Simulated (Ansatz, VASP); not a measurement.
**Ba (Ba(110)): VASP beside Ansatz**

Aim: how closely do two programs agree when they are given the same cell, functional and k mesh? Other levels of theory on this material are compared in a session of their own.

Main program and level: Ansatz 0.2.0; plane waves, with VASP 6.6.1 beside it; single point at PBEsol.

## 1. Starting point

The cell holds 7 atoms: 7 Ba. Cell: a = 4.347 Å, b = 4.347 Å, c = 39.298 Å, α = 90.0°, β = 90.0°, γ = 70.5°. Vacuum lies along c.

Structure file:

```xyz
7
Lattice="3.5497 -2.5100 0.0000 3.5497 2.5100 0.0000 0.0000 0.0000 39.2981" Properties=species:S:1:pos:R:3
Ba    0.0000    0.0000    9.0000
Ba    3.5497    0.0000   12.5497
Ba    0.0000    0.0000   16.0994
Ba    3.5497    0.0000   19.6490
Ba    0.0000    0.0000   23.1987
Ba    3.5497    0.0000   26.7484
Ba    0.0000    0.0000   30.2981
```

## 2. VASP: single point, PBEsol

With cell and atoms fixed, the geometry can't cause a difference; cores, projectors, grids and the points listed under the comparison can.

Lines of VASP's logs that name or quote its potential files are left out, and so is its time.

INCAR reads:

```
SYSTEM = Ba
PREC = Normal
ENCUT = 350
EDIFF = 1E-06
NELM = 120
ISMEAR = 1
SIGMA = 0.1
LREAL = .FALSE.
ALGO = Normal
GGA = PS
NBANDS = 43
LORBIT = 11
LWAVE = .FALSE.
LCHARG = .FALSE.
KPAR = 4
IDIPOL = 3
LDIPOL = .TRUE.
DIPOL = 0.5 0.5 0.5
LVHAR = .TRUE.
LVACPOTAV = .TRUE.
```

POSCAR reads:

```
Ba
1.0
    3.5496760416     -2.5100000000      0.0000000000
    3.5496760416      2.5100000000      0.0000000000
    0.0000000000      0.0000000000     39.2980562493
Ba
7
Direct
    0.0000000000      0.0000000000      0.2290189607
    0.5000000000      0.5000000000      0.3193459738
    0.0000000000      0.0000000000      0.4096729869
    0.5000000000      0.5000000000      0.5000000000
    0.0000000000      0.0000000000      0.5903270131
    0.5000000000      0.5000000000      0.6806540262
    0.0000000000      0.0000000000      0.7709810393
```

KPOINTS reads:

```
Automatic mesh
0
Gamma
6 6 1
0 0 0
```

Potentials, in the order of the species: Ba_sv (PBE family, release 64).

Launch:

```
$ mpirun -np 4 vasp_std
```

Numbers of over 12 decimals in the logs are rounded to 6 here.

Log:

```text
[banner, memory and clock lines left out]
running    4 mpi-ranks, on    1 nodes
 distrk:  each k-point on    1 cores,    4 groups
 distr:  one band on    1 cores,    1 groups

 POSCAR found type information on POSCAR Ba
 POSCAR found :  1 types and       7 ions
|                                                                             |
|               ----> ADVICE to this user running VASP <----                  |
|                                                                             |
|     You enforced a specific xc type in the INCAR file but a different       |
|     [... a line on the potential file left out ...]
|     I HOPE YOU KNOW WHAT YOU ARE DOING!                                     |
|                                                                             |

 LDA part: xc-table for (Slater+PW92), standard interpolation
 POSCAR, INCAR and KPOINTS ok, starting setup
 FFT: planning ... GRIDC
 FFT: planning ... GRID_SOFT
 FFT: planning ... GRID
 WAVECAR not read
 entering main loop
       N       E                     dE             d eps       ncg     rms          rms(c)
DAV:   1     0.583986578003E+03    0.58399E+03   -0.22513E+04  1270   0.923E+02
DAV:   2     0.516899829449E+02   -0.53230E+03   -0.52710E+03  1540   0.242E+02
DAV:   3    -0.113271088221E+02   -0.63017E+02   -0.62364E+02  1518   0.851E+01
DAV:   4    -0.151366306588E+02   -0.38095E+01   -0.37777E+01  1796   0.184E+01
DAV:   5    -0.152588081162E+02   -0.12218E+00   -0.12135E+00  1710   0.317E+00    0.453E+00
DAV:   6    -0.207795198407E+02   -0.55207E+01   -0.49333E+01  1825   0.140E+01    0.811E+00
DAV:   7    -0.141230468344E+02    0.66565E+01   -0.47336E+01  1556   0.601E+00    0.291E+00
DAV:   8    -0.141899158129E+02   -0.66869E-01   -0.35583E+00  1497   0.318E+00    0.601E-01
DAV:   9    -0.141786493715E+02    0.11266E-01   -0.47409E-01  1540   0.131E+00    0.421E-01
DAV:  10    -0.141750614086E+02    0.35880E-02   -0.61720E-02  1620   0.537E-01    0.279E-01
DAV:  11    -0.141725468427E+02    0.25146E-02   -0.17467E-02  1532   0.296E-01    0.150E-01
DAV:  12    -0.141706529199E+02    0.18939E-02   -0.11563E-02  1476   0.146E-01    0.868E-02
DAV:  13    -0.141718384580E+02   -0.11855E-02   -0.15576E-03  1484   0.678E-02    0.545E-02
DAV:  14    -0.141743284073E+02   -0.24899E-02   -0.15835E-03  1348   0.773E-02    0.288E-02
[...]
DAV:  19    -0.141759489321E+02    0.13108E-05   -0.23659E-05  1220   0.110E-02    0.269E-03
DAV:  20    -0.141759652743E+02   -0.16342E-04   -0.75438E-06  1140   0.538E-03    0.173E-03
DAV:  21    -0.141759891081E+02   -0.23834E-04   -0.37622E-06   977   0.383E-03    0.916E-04
DAV:  22    -0.141760061890E+02   -0.17081E-04   -0.10294E-06   932   0.182E-03    0.604E-04
DAV:  23    -0.141760203577E+02   -0.14169E-04   -0.57277E-07   846   0.121E-03    0.447E-04
DAV:  24    -0.141760263605E+02   -0.60029E-05   -0.23417E-07   835   0.948E-04    0.238E-04
DAV:  25    -0.141760279728E+02   -0.16122E-05   -0.93810E-08   803   0.551E-04    0.100E-04
DAV:  26    -0.141760282520E+02   -0.27921E-06   -0.23658E-08   843   0.306E-04
|                                                                             |
|           W    W    AA    RRRRR   N    N  II  N    N   GGGG   !!!           |
|           W    W   A  A   R    R  NN   N  II  NN   N  G    G  !!!           |
|           W    W  A    A  R    R  N N  N  II  N N  N  G       !!!           |
|           W WW W  AAAAAA  RRRRR   N  N N  II  N  N N  G  GGG   !            |
|           WW  WW  A    A  R   R   N   NN  II  N   NN  G    G                |
|           W    W  A    A  R    R  N    N  II  N    N   GGGG   !!!           |
|                                                                             |
|     Did not find any points to average over, which means that no vacuum     |
|     field-free region was found. Please increase the size of  your cell     |
|     in the dimension of the dipole correction to obtain accurate            |
|     workfunction values.                                                    |
|                                                                             |

   1 F= -.14176028E+02 E0= -.14175362E+02  d E =-.199784E-02
```

From OUTCAR (step 2):

```text
ion  position               nearest neighbor table
   1  0.000  0.000  0.229-   2 4.35   2 4.35
   2  0.500  0.500  0.319-   1 4.35   1 4.35   3 4.35   3 4.35
   3  0.000  0.000  0.410-   2 4.35   4 4.35   2 4.35   4 4.35
   4  0.500  0.500  0.500-   3 4.35   5 4.35   3 4.35   5 4.35
   5  0.000  0.000  0.590-   4 4.35   6 4.35   4 4.35   6 4.35
   6  0.500  0.500  0.681-   7 4.35   7 4.35   5 4.35   5 4.35
   7  0.000  0.000  0.771-   6 4.35   6 4.35

  LATTYP: Found a base centered orthorhombic cell.
 ALAT       =     5.0200000000
 B/A-ratio  =     1.4142135624
 C/A-ratio  =     7.8282980576

 Subroutine GETGRP returns: Found  8 space group operations
 (whereof  8 operations were pure point group operations)

The static configuration has the point symmetry D_2h.

 Found     13 irreducible k-points:

   k-points           NKPTS =     13   k-points in BZ     NKDIM =     13   number of bands    NBANDS=     43

   dimension x,y,z NGX =    20 NGY =   20 NGZ =  180
   dimension x,y,z NGXF=    40 NGYF=   40 NGZF=  360

   ENCUT  =  350.0 eV  25.72 Ry    5.07 a.u.   6.63  6.63 59.95*2*pi/ulx,y,z

   NELECT =      70.0000    total number of electrons

 k-points in reciprocal lattice and weights: Automatic mesh
   0.00000000  0.00000000  0.00000000       0.028
   0.16666667  0.00000000  0.00000000       0.111
   0.33333333  0.00000000  0.00000000       0.111
   0.50000000  0.00000000  0.00000000       0.056
   0.16666667  0.16666667  0.00000000       0.056
   0.33333333  0.16666667  0.00000000       0.111
   0.50000000  0.16666667  0.00000000       0.111
  -0.33333333  0.16666667  0.00000000       0.111
  -0.16666667  0.16666667  0.00000000       0.056
   0.33333333  0.33333333  0.00000000       0.056
   0.50000000  0.33333333  0.00000000       0.111
  -0.33333333  0.33333333  0.00000000       0.056
   0.50000000  0.50000000  0.00000000       0.028

 dipolmoment           0.000000      0.000000     -0.000000 electrons x Angstroem

 average (electrostatic) potential at core
       1 -41.1544       2 -40.7315       3 -40.7759       4 -40.7496       5 -40.7759
       6 -40.7315       7 -41.1544

 E-fermi :   0.1309

 k-point     1 :       0.0000    0.0000    0.0000
  band No.  band energies     occupation
    ...
     31      -2.0825      2.00000
     32      -1.7171      2.00000
     33      -1.3179      2.00000
     34      -0.9972      2.00000
     35      -0.8220      2.00000
     36       0.5834     -0.00000
     37       0.5854     -0.00000
     38       0.8146     -0.00000
     39       0.8653     -0.00000
     40       0.9865     -0.00000
    ...

 k-point     2 :       0.1667    0.0000    0.0000
  band No.  band energies     occupation
    ...
     31      -1.7423      2.00000
     32      -1.3906      2.00000
     33      -0.9923      2.00000
     34      -0.6498      2.00000
     35      -0.4522      2.00000
     36       0.6086     -0.00000
     37       0.6237     -0.00000
     38       0.7858     -0.00000
     39       0.8155     -0.00000
     40       0.8452     -0.00000
    ...

 k-point     3 :       0.3333    0.0000    0.0000
  band No.  band energies     occupation
    ...
     31      -1.0471      2.00000
     32      -0.8300      2.00000
     33      -0.5521      2.00000
     34      -0.2471      2.00000
     35       0.0432      2.01467
     36       0.5691     -0.00000
     37       0.5861     -0.00000
     38       0.6714     -0.00000
     39       0.7185     -0.00000
     40       0.7744     -0.00000
    ...

  Total       -1.5852985     -1.9562116     -1.7434951     -0.0000000      0.0000000      0.0000000
  in kB       -3.6270882     -4.4757200     -3.9890347     -0.0000000      0.0000000      0.0000000
  external PRESSURE =      -4.0306143 kB  Pullay stress =       0.0000000 kB

  energy-cutoff  :      350.00
  volume of cell :      700.27
      direct lattice vectors                 reciprocal lattice vectors
     3.549676042 -2.510000000  0.000000000     0.140857925 -0.199203187  0.000000000
     3.549676042  2.510000000  0.000000000     0.140857925  0.199203187  0.000000000
     0.000000000  0.000000000 39.298056249     0.000000000  0.000000000  0.025446551

 POSITION                                       TOTAL-FORCE (eV/Angst)
 -----------------------------------------------------------------------------------
      0.00000      0.00000      9.00000         0.000000      0.000000      0.130190
      3.54968      0.00000     12.54968        -0.000000      0.000000     -0.076782
      0.00000      0.00000     16.09935         0.000000      0.000000      0.007065
      3.54968      0.00000     19.64903        -0.000000     -0.000000      0.000000
      0.00000      0.00000     23.19870         0.000000      0.000000     -0.007065
      3.54968      0.00000     26.74838        -0.000000      0.000000      0.076782
      0.00000      0.00000     30.29806         0.000000      0.000000     -0.130190
 -----------------------------------------------------------------------------------
    total drift:                                0.000000      0.000000     -0.000000

  FREE ENERGIE OF THE ION-ELECTRON SYSTEM (eV)
  ---------------------------------------------------
  free  energy   TOTEN  =       -14.1760282520 eV

  energy  without entropy=      -14.1740304124  energy(sigma->0) =      -14.17536231

 vacuum level on the upper side and lower side of the slab         2.597         2.597

 total charge
# of ion       s       p       d       tot
------------------------------------------
    1        2.072   5.542   0.247   7.862
    2        2.066   5.539   0.273   7.878
    3        2.067   5.540   0.269   7.876
    4        2.066   5.540   0.272   7.878
    5        2.067   5.540   0.269   7.876
    6        2.066   5.539   0.273   7.878
    7        2.072   5.542   0.247   7.862
--------------------------------------------------
tot         14.477  38.784   1.850  55.111

[... 3 further parts left out ...]
```

## 3. Ansatz: single point, PBEsol

Ansatz runs on its default PAW (the set named soft_2) files.

The same cell, functional, mesh and smearing now go to Ansatz, which takes its cutoff from its data sets.

input.yaml reads:

```yaml
crystal:
  lattice:
    - [3.5496760416, -2.51, 0.0]
    - [3.5496760416, 2.51, 0.0]
    - [0.0, 0.0, 39.2980562493]
  atoms:
    - { symbol: Ba, position: [0.0, 0.0, 0.2290189607] }
    - { symbol: Ba, position: [0.5, 0.5, 0.3193459738] }
    - { symbol: Ba, position: [0.0, 0.0, 0.4096729869] }
    - { symbol: Ba, position: [0.5, 0.5, 0.5] }
    - { symbol: Ba, position: [0.0, 0.0, 0.5903270131] }
    - { symbol: Ba, position: [0.5, 0.5, 0.6806540262] }
    - { symbol: Ba, position: [0.0, 0.0, 0.7709810393] }
hamiltonian:
  xc: pbesol
  pseudopotentials: { kind: paw }
kpoints:
  mp_grid: { grid: [6, 6, 1] }
scf:
  occupations: { method: methfessel_paxton, width: 0.1 }
  n_extra_bands: 5
efield:
  axis: 3
  dipole_correction: true
  ramp_width: 0.04
output:
  forces: true
  eigenvalues: true
```

Launch:

```
$ ansatz run input.yaml --threads 4 --pin off --max-ram 9216MiB --backend cpu --events-out ev --progress --plain --runs-dir out
```

Log:

```text
scf.n_extra_bands = 5 over 35 filled bands (N_el = 70.0): the run solves 40 bands
Engine: ansatz 0.2.0, aarch64-unknown-linux-gnu
Pseudopotentials: kind: paw
Pseudopotential: Ba, paw, valence charge 10, recommended cutoff 420 eV (normal), Ba.paw.azcp
Functional definition: PBEsol
  exchange = pbesol_x
  correlation = pbesol_c
Crystal: 7 atoms, lattice volume = 700.267 Å³
Basis set: ecut = 420 eV, 13737 PW (Γ), exchange–correlation on 60×60×540 points (8 copies of the dense FFT grid, shifted against one another)
Bands: 40, of which v1, the nominal top of the filled ones, is band 35 counted from 1 (34 counted from 0)
Symmetry: 4 space group operations
k-points: 13 of 36
Non-local potential: Ba, projectors of the file, l = 0: 3, l = 1: 2, l = 2: 2, l = 3: 2
PAW form: soft (Blöchl's): semilocal exchange-correlation on the pseudo side does not see the compensation charge
PAW frozen core: Ba, regenerated for the run's functional, and the local potential with it (the file was generated under x = pbe(κ = 0.804, μ = 0.219515), c = pbe(β = 0.066725))
PAW one-centre angular grid: Ba, 194 points (default); XC on 64 Gauss nodes
Initial density: superposition of atomic densities (neutral atoms: chi_scale 0, normalization atom), corrected by the library's trained network
Initial wavefunctions: pseudopotential atomic-orbital guess
Functional: x = pbesol(κ = 0.804, μ = 0.123457), c = pbesol(β = 0.046)
SCF iter   1: F=—  HF=-41037.381935 eV  |F-HF|=—  |Δ(HF+E_count)|=         —  Δρ=1.54e-3  dr2=2.17e-1  ethr=1.77e-3  p=0.000 e·Å  D=7.69e-14 V/Å  ΔV_dip=-0.00 eV  dr2_dipole=4.52e-5  V_vac-E_F(+/−)=2.74/2.74 eV  ⟨swp⟩=17.3  Hψ=3667  notcnv=0
efield: sawtooth ramp at fractional position 0.9800 (placed from the atoms, in the widest stretch of the axis that holds none; the zero of the levels goes with the place), width 0.0400; the density the first Hamiltonian is built on has a dipole p = 0.000 e·Å; the dipole correction subtracts the counter field D = 7.69e-14 V/Å, which shifts the + side's vacuum level by -0.00 eV against the − side's; the planar-averaged density in the ramp window peaks in size at 1.7e-5 e/Å³
preconditioner: auto → LDOS  [metal: Δε(μ)=0.049 eV  Ē_g=1.206 eV  σ=0.100 eV  W_gap=0.38  n_scr=88 (ndim 8)  ℏωp=5.3 eV  f_vac=0.326  D(μ)=10.62/eV (n_scr^D=48)  β→1.0]
SCF iter   2: F=—  HF=-41037.379780 eV  |F-HF|=—  |Δ(HF+E_count)|=   2.16e-3  S|Δr|=    0.00e0  Δρ=3.98e-4  dr2=2.58e-3  ethr=3.10e-4  p=-0.000 e·Å  D=-5.68e-5 V/Å  ΔV_dip=0.00 eV  dr2_dipole=3.44e-5  V_vac-E_F(+/−)=2.53/2.52 eV  ⟨swp⟩=1.6  Hψ=635  notcnv=0
SCF iter   3: F=—  HF=-41037.381587 eV  |F-HF|=—  |Δ(HF+E_count)|=   1.81e-3  S|Δr|=    0.00e0  Δρ=1.35e-4  dr2=3.53e-4  ethr=3.69e-6  p=0.000 e·Å  D=4.62e-6 V/Å  ΔV_dip=-0.00 eV  dr2_dipole=4.65e-7  V_vac-E_F(+/−)=2.49/2.49 eV  ⟨swp⟩=3.2  Hψ=935  notcnv=0
SCF iter   4: F=—  HF=-41037.381627 eV  |F-HF|=—  |Δ(HF+E_count)|=   4.08e-5  S|Δr|=    0.00e0  Δρ=6.03e-5  dr2=1.32e-4  ethr=5.05e-7  p=-0.000 e·Å  D=-5.18e-6 V/Å  ΔV_dip=0.00 eV  dr2_dipole=2.39e-7  V_vac-E_F(+/−)=2.47/2.47 eV  ⟨swp⟩=2.4  Hψ=936  notcnv=0
SCF iter   5: F=—  HF=-41037.381623 eV  |F-HF|=—  |Δ(HF+E_count)|=   4.17e-6  S|Δr|=    0.00e0  Δρ=2.15e-5  dr2=1.33e-5  ethr=1.88e-7  p=-0.000 e·Å  D=-2.20e-6 V/Å  ΔV_dip=0.00 eV  dr2_dipole=7.77e-8  V_vac-E_F(+/−)=2.47/2.47 eV  ⟨swp⟩=2.2  Hψ=794  notcnv=0
SCF iter   6: F=—  HF=-41037.381557 eV  |F-HF|=—  |Δ(HF+E_count)|=   6.58e-5  S|Δr|=    0.00e0  Δρ=4.38e-6  dr2=4.23e-7  ethr=1.90e-8  p=-0.000 e·Å  D=-1.04e-7 V/Å  ΔV_dip=0.00 eV  dr2_dipole=8.18e-9  V_vac-E_F(+/−)=2.47/2.47 eV  ⟨swp⟩=2.8  Hψ=778  notcnv=0
SCF iter   7: F=-41037.381558 eV  HF=-41037.381558 eV  |F-HF|=3.47e-8  |Δ(HF+E_count)|=   1.47e-7  S|Δr|=    0.00e0  Δρ=1.46e-6  dr2=6.09e-8  ethr=1.43e-10  p=0.000 e·Å  D=3.00e-7 V/Å  ΔV_dip=-0.00 eV  dr2_dipole=5.94e-10  V_vac-E_F(+/−)=2.47/2.47 eV  ⟨swp⟩=20.7  Hψ=3438  notcnv=0
SCF 1 converged in 7 iterations: F = -41037.381558 eV  dr2 = 6.09e-8
  greatest PAW one-centre occupation: 0.960 electrons in one spin orbital (limit 2), on the Ba atom at site 6 (counted from 0), in its partial waves of l = 0
SCF converged after 7 iterations
Stability not checked: this state was not tested for a lower state beside it, because cold or Methfessel-Paxton smearing, or corrected tetrahedra, fill the levels in a way that the test cannot read (fill_not_monotonic; see scf.lower_state_search)
Free energy (F): -41037.381558 eV
Harris-Foulkes:  -41037.381558 eV  (|F-HF|=3.47e-8)
Internal energy: -41037.379023 eV  (E = F + TS)
E sigma→0 (E₀):  -41037.380924 eV
Entropy (-TS):   -0.002535 eV (-0.362 meV/atom)
Fermi energy:    2.767131 eV
Dipole field:    D = -0.000017 V/Å  (p = -0.000067 e·Å, saw-weighted, corrected)
Work function:   Φ+ = 2.4660 eV   Φ− = 2.4653 eV
Levels:          The Fermi level and band energies are counted from a zero that moves with the ramp; work functions are not
--- Per-component energies (eV) ---
  E_band       = -813.328268
  E_kinetic    = 1162.768019
  E_local      = -25258.164263  (includes V_loc(G=0)·N_el)
  E_nonlocal   = 408.889780
  E_hartree    = 12031.083794
  E_xc         = -1153.661431
  E_vxc        = -930.315262  (∫ρ·V_xc dr)
  E_paw        = -35983.232297  (= ΣΔE_a)
  E_vpaw       = -258.694361  (= ΣTr[D̂ρ^β])
  E_aug_tail   = -0.000014  (compensation charges beyond the density's cutoff)
  E_efield     = 0.000000  (sawtooth field / dipole correction)
  E_vefield    = 0.000000  (∫n·V_field dr)
  E_ewald      = 7753.877356
  E_core_change = 1.060032  (= ΣΔE_core)
  E_smearing   = -0.002535  (= −TS)
  E_closure    = -0.000000  (closes the sum)
  Σ components = -41037.381558   (vs F -41037.381558, Δ=0.00e0)
--- Forces (eV/Å), atoms counted from 1 ---
  atom   1  Ba     0.00000000     0.00000000     0.13574703
  atom   2  Ba     0.00000000     0.00000000    -0.07604887
  atom   3  Ba     0.00000000     0.00000000     0.00648210
  atom   4  Ba     0.00000000     0.00000000     0.00000068
  atom   5  Ba     0.00000000     0.00000000    -0.00649283
  atom   6  Ba     0.00000000     0.00000000     0.07606437
  atom   7  Ba     0.00000000     0.00000000    -0.13574704
  max |Σ_I F_I| component: 5.44e-6 eV/Å
--- Band table (eV; the first three rows and the last of 13) ---
  k-point 0: bands = [... 31 lower, 0.9258, 1.3247, 1.6464, 1.8228, 3.2198, 3.2217, 3.4609, 3.5093, ... 1 higher]
  k-point 1: bands = [... 31 lower, 1.2514, 1.6487, 1.9912, 2.1896, 3.2428, 3.2586, 3.4225, 3.4513, ... 1 higher]
  k-point 2: bands = [... 31 lower, 1.8124, 2.0889, 2.3922, 2.6804, 3.2072, 3.2231, 3.3082, 3.3555, ... 1 higher]
  k-point 12: bands = [... 31 lower, 2.2864, 2.3210, 2.3635, 2.4218, 2.4884, 2.4927, 2.6575, 2.9669, ... 1 higher]
```

Elapsed: 11 s, on 4 threads of Arm Neoverse V2, shared host; peak memory 1 GiB.

## 4. Comparison

Known differences besides the potentials themselves: the cutoff is 420 eV in Ansatz and 350 eV in VASP (PREC = Normal); Ansatz makes its cores anew for this functional, VASP keeps those of its PBE data sets; VASP leaves aspherical gradient terms in its spheres out (LASPH is not set), Ansatz keeps them. Total energies have different zeros and are not compared.

Compared:

| quantity | Ansatz | VASP | difference |
| --- | --- | --- | --- |
| work function, lower of the two faces (eV) | 2.47 | 2.47 | 0.00 |
| work function, higher of the two faces (eV) | 2.47 | 2.47 | 0.00 |

Forces (eV/Å; atoms numbered as in POSCAR):

| atom | Ansatz x, y, z | VASP x, y, z |
| --- | --- | --- |
| Ba1 | 0.000, 0.000, 0.136 | 0.000, 0.000, 0.130 |
| Ba2 | 0.000, 0.000, -0.076 | 0.000, 0.000, -0.077 |
| Ba3 | 0.000, 0.000, 0.006 | 0.000, 0.000, 0.007 |
| Ba4 | 0.000, 0.000, 0.000 | 0.000, 0.000, 0.000 |
| Ba5 | 0.000, 0.000, -0.006 | 0.000, 0.000, -0.007 |
| Ba6 | 0.000, 0.000, 0.076 | 0.000, 0.000, 0.077 |
| Ba7 | 0.000, 0.000, -0.136 | 0.000, 0.000, -0.130 |

The forces differ by 1.7 meV/Å r.m.s., which is 3.7 % of the r.m.s. force of 0.05 eV/Å (both taken over all components). VASP's log warns that it found no field-free region in the vacuum, so its work functions are uncertain.

## 5. Results

```yaml
r_m_s_force_difference_single_point_pbesol: 1.7 meV/Å
```

**Reading.** The r.m.s. force difference is 1.7 meV/Å (single point, PBEsol), within the 12 meV/Å picked in this series as the mark of a large difference. 3 further runs of this series are not shown here. How closely two codes agree says nothing of how well the functional describes the real material.

[Lines on the potential files, build, host, timing and source positions are cut from VASP's logs without a mark.]

[Logs are printed without paths, hosts, clocks, repeated set-up lines and the standing remarks that a program may print on its own settings, such as how far it seeks lower states.]

[Hosts, paths, dates, database ids (printed as entryN), source tags and the programs' standing remarks are cut or masked in the printed files.]
